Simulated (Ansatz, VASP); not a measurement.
Ta3AsAu2O13: VASP beside Ansatz

```
Ta As Au O
1.0
     5.24237    3.02668    4.14273
    -5.24237    3.02668    4.14273
     0.00000   -6.05337    4.14273
Ta As Au O
3 1 2 13
Cartesian
  -1.7887 1.0327 4.2854
  0.0000 -2.0655 4.2854
  1.7887 1.0327 4.2854
  0.0000 0.0000 6.9446
  0.0000 0.0000 12.0005
  0.0000 0.0000 9.3342
  -1.3566 0.7832 6.1532
  0.0000 -1.5665 6.1532
  1.3566 0.7832 6.1532
  2.5380 -0.6359 3.6068
  -0.7183 2.5159 3.6068
  -1.8197 -1.8800 3.6068
  1.8197 -1.8800 3.6068
  -2.5380 -0.6359 3.6068
  0.7183 2.5159 3.6068
  -3.3469 1.9323 4.0073
  0.0000 -3.8647 4.0073
  3.3469 1.9323 4.0073
  0.0000 0.0000 3.8329
```

The cell was built by a generator and needn't be a form met in nature.

Alike in both runs: task band structure; functional PBE; k mesh 4 × 4 × 4; occupations fermi-dirac, width 0.05 eV; no spin polarisation.

|  | VASP | Ansatz |
| --- | --- | --- |
| version | VASP 6.6.1 | Ansatz 0.2.0 |
| potentials or method | VASP PAW PBE potentials, release 64 (Ta_pv, As, Au, O) | Ansatz PAW |
| plane-wave cutoff (eV) | 520 | 420 |
| valence electrons in the cell | 138 | 170 |

Ansatz gave:

| Quantity | Value |
| --- | --- |
| gap on the k mesh at the Fermi level (eV) | 1.07 |
| least direct gap on the mesh (eV) | 1.11 |
| gap along the band path (eV) | 1.07 |
| pressure (GPa) | 0.0 |
| largest component of the traceless stress (GPa) | 0.01 |
| rms of the force components (eV/Å) | 0.002 |

Q: Which values does VASP return?

A: gap on the k mesh at the Fermi level (eV): 1.06; least direct gap on the mesh (eV): 1.09; gap along the band path (eV): 1.06; pressure (GPa): 0.6; largest component of the traceless stress (GPa): 0.29; rms of the force components (eV/Å): 0.100.

Atom by atom the forces differ by 0.098 eV/Å (rms over components). The two sets of potentials don't hold the same shells in valence.

Caveats: spin-orbit coupling is left out, which moves the levels of the heavy elements; the pressure holds a Pulay correction of +0.4 GPa for the finite cutoff (Ansatz).
